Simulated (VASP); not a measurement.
InP: energy against volume

InP (zinc blende, F-43m, 24.741 Å³/atom and stress up to 0.01 GPa in the relaxed cell, cube axes along x, y and z) under an equal strain ε along all three axes. LDA in VASP (plane waves, PAW), 480 eV, 10×10×10 Γ-centred mesh, Gaussian smearing 0.05 eV; ions are relaxed, or left where forces stay under 0.02 eV/Å, within the symmetry of each cell.

Here V stands for volume and E for E less E0.

```csv
volume (Å³/atom),E less E0 (meV/atom),pressure (GPa)
23.2858,21.78,4.96
23.6440,12.12,3.58
24.0059,5.37,2.30
24.3715,1.38,1.11
24.7408,0.00,0.00
25.1137,1.11,-1.03
25.4904,4.56,-1.99
25.8709,10.24,-2.87
26.2551,18.01,-3.69
27.0349,?,?
```

The 9 complete rows are fitted with the third-order Birch-Murnaghan form, a cubic in V^(-2/3), E against V. With u = V^(-2/3) - 0.1178, the rows have u = 0.0048326, 0.0035909, 0.0023678, 0.0011630, -0.0000238, -0.0011926, -0.0023443, -0.0034791, -0.0045971. Least squares gives E = 0.008 + 137.5·u + 892592·u² + 2334180·u³. Residuals (row less fit): -0.002, 0.001, 0.001, 0.001, -0.005, 0.000, -0.001, 0.005, -0.003; standard error 0.004 (degrees of freedom: 5). Its minimum lies at u = -0.0000770, so V0 = (0.1177230)^(-3/2) = 24.76. There d²E/du² = 1784000 and d³E/du³ = 1.401e7, so B0 = (4/9) × 24.76^(-7/3) × 1784000 × 0.160218 = 71.1 GPa (the last factor turns the table's units into GPa), and B0' = 4 + (2/3) × 0.1177230 × (1.401e7)/1784000 = 4.6. B0' rests on the cubic coefficient alone and has a standard error of 0.1 from these residuals.

Problem. What does the fit predict for E at V = 27.0349, and how far is the calculated value from it?

Solution. u = -0.0067845, so E = 0.008 + 137.5 × (-0.0067845) + 892592 × (-0.0067845)² + 2334180 × (-0.0067845)³ = 39.432 meV/atom. The calculation gives 39.38 meV/atom, 0.052 meV/atom below the prediction (0.1 % of the range of E in the table). The row lies outside the fitted rows, so this is an extrapolation. The scatter of the fitted rows lies at the last printed digit.

Other structures, which can take over under pressure, weren't tried. The same form fitted to the pressure column gives B0' = 4.6; series where the two differ by over 0.4 aren't shown. Rows are the converged runs of the series near zero and its far end, less any whose ions stayed unrelaxed beside relaxed ones; series whose fitted rows scatter by over a few per cent of the range, as at a crossing or softening among them, aren't shown in this form.
